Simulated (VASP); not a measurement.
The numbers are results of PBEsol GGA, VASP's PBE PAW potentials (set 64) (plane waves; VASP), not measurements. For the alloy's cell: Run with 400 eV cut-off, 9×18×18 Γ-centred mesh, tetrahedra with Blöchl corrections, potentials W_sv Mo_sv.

```
end member  E (eV/atom)  V (Å³/atom)  gap (eV)
----------  -----------  -----------  --------
Mo (bcc)       -11.7769        15.33      0.00
W (bcc)        -13.8052        15.73      0.00
```

An ordered cell with a fraction 0.50 of the second end member relaxes to

```xyz
2
Lattice="-3.1441 3.1342 3.1342 1.5721 -1.5753 1.5753 1.5721 1.5753 -1.5753" Properties=species:S:1:pos:R:3 pbc="T T T"
W      0.0000     0.0000     0.0000
Mo    -1.5721     1.5671     1.5671
```

Unless said otherwise, spin-orbit coupling is left out, though it shifts the bands of the heavy elements here.

Q: Estimate the mixing energy, the deviation from a linear volume and the gap.

A: Its energy is -12.7920 eV/atom, so the mixing energy is -1 meV/atom. The volume of 15.52 Å³/atom lies -0.1 % from the linear mean. The cell is without a gap at this level.
